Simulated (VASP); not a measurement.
Here is the system:

```yaml
crystal:
  lattice:
    - [-2.09973, 2.09973, 2.09973]
    - [2.09973, -2.09973, 2.09973]
    - [2.09973, 2.09973, -2.09973]
  atoms:
    - { symbol: Na, position: [0.00000, 0.00000, 0.00000] }
```

The numbers are results of AM05 GGA, VASP's PBE PAW potentials (set 64) (plane waves; VASP 6.6.1), not measurements. Run with 520 eV cut-off, Gaussian smearing of 0.050 eV, potentials Na_pv.

Task: Give the energies of bands 4 to 6 at the high-symmetry points, in eV from the Fermi level.

Result: 
| band | Γ | H | N | P |
|---|---|---|---|---|
| 4 | -3.31 | 4.45 | 0.70 | 2.66 |
| 5 | 11.73 | 4.45 | 1.21 | 2.66 |
| 6 | 11.73 | 4.87 | 8.16 | 2.66 |

It has no gap at this level: it comes out as a metal or semimetal.

The compound is Na in the bcc structure. It was relaxed first.
